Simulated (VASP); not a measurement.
Calculation: LDA (Ceperley-Alder, Perdew-Zunger), VASP's LDA PAW potentials (set 64) (plane waves; VASP 6.6.1).

VASP ran on this input.

INCAR:
```
SYSTEM = Pt
PREC = Accurate
ENCUT = 500
EDIFF = 1E-6
NELM = 100
ALGO = Normal
LREAL = .FALSE.
LASPH = .TRUE.
ISMEAR = 1
SIGMA = 0.1
LMAXMIX = 6
LWAVE = .FALSE.
LCHARG = .FALSE.
IBRION = 2
ISIF = 3
NSW = 40
EDIFFG = -0.02
```

### POSCAR
```
Pt
1
   -0.0000000000     1.9481168571     1.9481168571
    1.9481168571     0.0000000000     1.9481168571
    1.9481168571     1.9481168571     0.0000000000
Pt
1
Direct
  0.0000000000   0.0000000000   0.0000000000
```

File KPOINTS:
```
Automatic
0
Gamma
16 16 16
0 0 0
```

POTCAR, in this order: Pt (LDA.64 set). Program: vasp_std.

Q: What will the output report for the number of irreducible k-points (NKPTS), largest plane-wave count, number of space-group operations, FFT grid (NGX, NGY, NGZ)?

A: 
| Quantity | Result |
|---|---|
| number of irreducible k-points (NKPTS) | 145 |
| largest plane-wave count | 388 |
| number of space-group operations | 48 |
| FFT grid (NGX, NGY, NGZ) | 20 × 20 × 20 |

The compound is Pt in the fcc structure. It was relaxed first.
